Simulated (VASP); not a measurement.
Calculation: PBE GGA, VASP's PBE PAW potentials (set 64) (plane waves; VASP 6.6.1).

Input for VASP

POSCAR:
```
Pt
1
    0.0000000000     1.9597186338     1.9597186338
    1.9597186338     0.0000000000     1.9597186338
    1.9597186338     1.9597186338     0.0000000000
Pt
1
Direct
  0.0000000000   0.0000000000   0.0000000000
```

File KPOINTS:
```
Automatic mesh
0
Gamma
16 16 16
0 0 0
```

### INCAR
```
! general
SYSTEM  = Pt
PREC    = Accurate
ENCUT   = 500
LREAL   = .False.
LASPH   = .True.

! electronic loop
EDIFF   = 1E-6
NELM    = 100
ALGO    = Normal
LMAXMIX = 6

! smearing
ISMEAR  = 1
SIGMA   = 0.1

! functional
GGA     = PE

! ions
IBRION  = 2
NSW     = 40
ISIF    = 3
EDIFFG  = -0.02
PSTRESS = 200

! output
LWAVE   = .False.
LCHARG  = .False.
```

POTCAR, in this order: Pt (PBE.64 set). Program: vasp_std.

Output of the run:

File OSZICAR:
```
       N       E                     dE             d eps       ncg     rms          rms(c)
DAV:   1     0.334516015035E+02    0.33452E+02   -0.54247E+03  2794   0.999E+02
DAV:   2    -0.606576717032E+01   -0.39517E+02   -0.37910E+02  2746   0.181E+02
DAV:   3    -0.645650046058E+01   -0.39073E+00   -0.37974E+00  3113   0.179E+01
DAV:   4    -0.645769739595E+01   -0.11969E-02   -0.11967E-02  2992   0.105E+00
DAV:   5    -0.645770537797E+01   -0.79820E-05   -0.79825E-05  2973   0.768E-02    0.130E+01
DAV:   6    -0.612339952919E+01    0.33431E+00   -0.85502E-01  2672   0.848E+00    0.688E+00
DAV:   7    -0.608244806150E+01    0.40951E-01   -0.16379E-01  2775   0.361E+00    0.252E+00
DAV:   8    -0.607890955423E+01    0.35385E-02   -0.61155E-03  2793   0.773E-01    0.503E-01
DAV:   9    -0.607875209915E+01    0.15746E-03   -0.10796E-04  2806   0.108E-01    0.142E-02
DAV:  10    -0.607875745435E+01   -0.53552E-05   -0.25766E-06  3078   0.140E-02    0.239E-03
DAV:  11    -0.607875748652E+01   -0.32177E-07   -0.39050E-08  1407   0.207E-03
   1 F= -.41997411E+01 E0= -.41994627E+01  d E =-.419974E+01
       N       E                     dE             d eps       ncg     rms          rms(c)
DAV:   1    -0.711273850095E+01   -0.10340E+01   -0.36876E+01  2671   0.664E+01    0.133E+01
DAV:   2    -0.576760488168E+01    0.13451E+01   -0.30256E+00  2623   0.166E+01    0.335E+00
DAV:   3    -0.562420431153E+01    0.14340E+00   -0.63816E-01  2737   0.708E+00    0.107E+00
DAV:   4    -0.562720802064E+01   -0.30037E-02   -0.61843E-03  3502   0.758E-01    0.662E-01
DAV:   5    -0.563015487513E+01   -0.29469E-02   -0.53402E-03  2962   0.503E-01    0.248E-02
DAV:   6    -0.563024572022E+01   -0.90845E-04   -0.81830E-05  3565   0.753E-02    0.168E-02
DAV:   7    -0.563025337105E+01   -0.76508E-05   -0.47326E-06  2932   0.165E-02    0.164E-03
DAV:   8    -0.563025371250E+01   -0.34145E-06   -0.91516E-08  1357   0.268E-03
   2 F= -.39975015E+01 E0= -.39973977E+01  d E =0.202240E+00
       N       E                     dE             d eps       ncg     rms          rms(c)
DAV:   1    -0.699946725806E+01   -0.13692E+01   -0.23537E+01  2644   0.528E+01    0.656E+00
DAV:   2    -0.608968068401E+01    0.90979E+00   -0.27559E+00  2617   0.146E+01    0.443E+00
DAV:   3    -0.603655038186E+01    0.53130E-01   -0.23328E-01  2752   0.407E+00    0.239E+00
DAV:   4    -0.603869378910E+01   -0.21434E-02   -0.87861E-03  3066   0.581E-01    0.568E-01
DAV:   5    -0.603917036626E+01   -0.47658E-03   -0.52142E-04  3224   0.198E-01    0.775E-02
DAV:   6    -0.603922293873E+01   -0.52572E-04   -0.19318E-05  3152   0.372E-02    0.700E-03
DAV:   7    -0.603922313693E+01   -0.19820E-06   -0.36458E-07  1823   0.461E-03
   3 F= -.42145454E+01 E0= -.42143096E+01  d E =-.148043E-01
       N       E                     dE             d eps       ncg     rms          rms(c)
DAV:   1    -0.603721106384E+01    0.20119E-02   -0.27366E-03  2660   0.566E-01    0.789E-02
DAV:   2    -0.603710551987E+01    0.10554E-03   -0.29645E-04  2619   0.155E-01    0.326E-02
DAV:   3    -0.603709873475E+01    0.67851E-05   -0.36924E-05  2731   0.513E-02    0.162E-02
DAV:   4    -0.603709979940E+01   -0.10646E-05   -0.12727E-06  2597   0.911E-03    0.599E-04
DAV:   5    -0.603709980612E+01   -0.67191E-08   -0.18086E-08  1310   0.130E-03
   4 F= -.42145776E+01 E0= -.42143435E+01  d E =-.148365E-01
```

File OUTCAR:
```
------------------------ aborting loop because EDIFF is reached ----------------------------------------
  FORCE on cell =-STRESS in cart. coord.  units (eV):
  Direction    XX          YY          ZZ          XY          YZ          ZX
  --------------------------------------------------------------------------------------
  Total        1.8156065      1.8156065      1.8156065      0.0000000      0.0000000     -0.0000000
  in kB      199.2410800    199.2410800    199.2410800      0.0000000      0.0000000     -0.0000000
  external PRESSURE =      -0.7589200 kB  Pullay stress =     200.0000000 kB
  volume of cell :       14.60
      direct lattice vectors                 reciprocal lattice vectors
    -0.000000000  1.939878246  1.939878246    -0.257748135  0.257748135  0.257748135
     1.939878246 -0.000000000  1.939878246     0.257748135 -0.257748135  0.257748135
     1.939878246  1.939878246  0.000000000     0.257748135  0.257748135 -0.257748135
 POSITION                                       TOTAL-FORCE (eV/Angst)
 -----------------------------------------------------------------------------------
      0.00000      0.00000      0.00000         0.000000      0.000000      0.000000
 -----------------------------------------------------------------------------------
    total drift:                               -0.000000     -0.000000     -0.000000
  FREE ENERGIE OF THE ION-ELECTRON SYSTEM (eV)
  ---------------------------------------------------
  free  energy   TOTEN  =        -6.0370998061 eV

  energy  without entropy=       -6.0363975992  energy(sigma->0) =       -6.03686574
  enthalpy is  TOTEN    =        -4.2145776039 eV   P V=        1.8225222022

 reached required accuracy - stopping structural energy minimisation
```
(Selected blocks of OUTCAR.)

**CONTCAR**
```
Pt
   1.00000000000000
    -0.0000000000000000    1.9398782463055397    1.9398782463055397
     1.9398782463055397   -0.0000000000000000    1.9398782463055397
     1.9398782463055397    1.9398782463055397    0.0000000000000000
  Pt
     1
Direct
     0.0000000000000000    0.0000000000000000    0.0000000000000000
```

Energy and stress use the plane-wave basis of the starting cell.

The compound is Pt in the fcc structure. This run relaxes it under an external pressure of 20 GPa. Symmetry was kept, so distortions that lower it aren't found.
